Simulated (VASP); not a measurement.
Consider the following.

```
Sc
1.0
    1.65851    -2.87262     0.00000
    1.65851     2.87262     0.00000
    0.00000     0.00000     5.16218
Sc
2
Cartesian
  1.65851   0.95754   1.29054
  1.65851  -0.95754   3.87163
```

Computed with PBE GGA, VASP's PBE PAW potentials (set 64) (plane waves; VASP). Numerical set-up: 480 eV cut-off, 12×12×8 Γ-centred mesh, first-order Methfessel-Paxton smearing of 0.10 eV, potentials Sc_sv.

Energy and stress use the plane-wave basis of the starting cell.

### Question
The ions, cell shape and volume at an external pressure of 2.0 GPa are relaxed. Predict the relaxed structure.

### Answer

```
Sc
1.0
    1.63981    -2.84023     0.00000
    1.63981     2.84023     0.00000
    0.00000     0.00000     5.10604
Sc
2
Direct
  0.33333   0.66667   0.25000
  0.66667   0.33333   0.75000
```
Space group P6_3/mmc (194), at a tolerance of 0.03 Å.

### Question
How do energy and volume change from the first to the last step?

### Answer
The energy (σ→0) changes by +5.0 meV/atom and the volume by -3.3 %, in 3 ionic steps.

The compound is Sc in the hcp structure. This run relaxes it under an external pressure of 2 GPa. Symmetry was kept, so distortions that lower it aren't found.
